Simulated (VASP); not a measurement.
Computed with optB86b-vdW, VASP's PBE PAW potentials (set 64) (plane waves; VASP).

Input for VASP

**INCAR**
```
AGGAC = 0.0
ALGO = Normal
EDIFF = 1E-6
EDIFFG = -0.02
ENCUT = 520
GGA = MK
IBRION = 2
ISIF = 3
ISMEAR = 0
LASPH = .TRUE.
LCHARG = .FALSE.
LMAXMIX = 4
LREAL = .FALSE.
LUSE_VDW = .TRUE.
LWAVE = .FALSE.
NELM = 100
NSW = 60
PARAM1 = 0.1234
PARAM2 = 1.0
PREC = Accurate
SIGMA = 0.05
SYSTEM = CsSnI3
```

### POSCAR
```
CsSnI3
1
    6.1917733007     0.0000000000     0.0000000000
   -0.0000000000     6.1917733007     0.0000000000
   -0.0000000000    -0.0000000000     6.1917733007
Cs Sn I
1 1 3
Direct
  0.0000000000   0.0000000000   0.0000000000
  0.5000000000   0.5000000000   0.5000000000
  0.5000000000   0.0000000000   0.5000000000
  0.0000000000   0.5000000000   0.5000000000
  0.5000000000   0.5000000000   0.0000000000
```

KPOINTS:
```
Automatic mesh
0
G
  4 4 4
```

POTCAR, in this order: Cs_sv Sn_d I (PBE.64 set). Program: vasp_std.

Unless said otherwise, spin-orbit coupling is left out, though it shifts the bands of the heavy elements here.

**Question.** What does the run give for the energy per atom (σ→0), band gap (on the k-mesh)?

**Answer.** 
The energy per atom (σ→0) comes out as -0.462 eV/atom and the band gap (on the k-mesh) is 0.32 eV.

OSZICAR:
```
...
DAV:   8    -0.231001555168E+01   -0.42828E-02   -0.40143E-02   596   0.163E+00    0.258E-01
DAV:   9    -0.230994806032E+01    0.67491E-04   -0.30390E-03   636   0.435E-01    0.106E-01
DAV:  10    -0.231022007385E+01   -0.27201E-03   -0.62595E-04   646   0.136E-01    0.484E-02
DAV:  11    -0.231026493930E+01   -0.44865E-04   -0.21813E-04   666   0.110E-01    0.260E-02
DAV:  12    -0.231026622218E+01   -0.12829E-05   -0.21377E-05   638   0.288E-02    0.199E-02
DAV:  13    -0.231026521253E+01    0.10097E-05   -0.10266E-06   418   0.806E-03    0.789E-03
DAV:  14    -0.231026464548E+01    0.56704E-06   -0.17360E-06   420   0.967E-03
   1 F= -.23102646E+01 E0= -.23102646E+01  d E =-.231026E+01
```

The compound is CsSnI3 in the cubic perovskite structure, the ideal cubic form; the compound distorts at low or room temperature. It was relaxed first. The start is the result of an earlier pass.
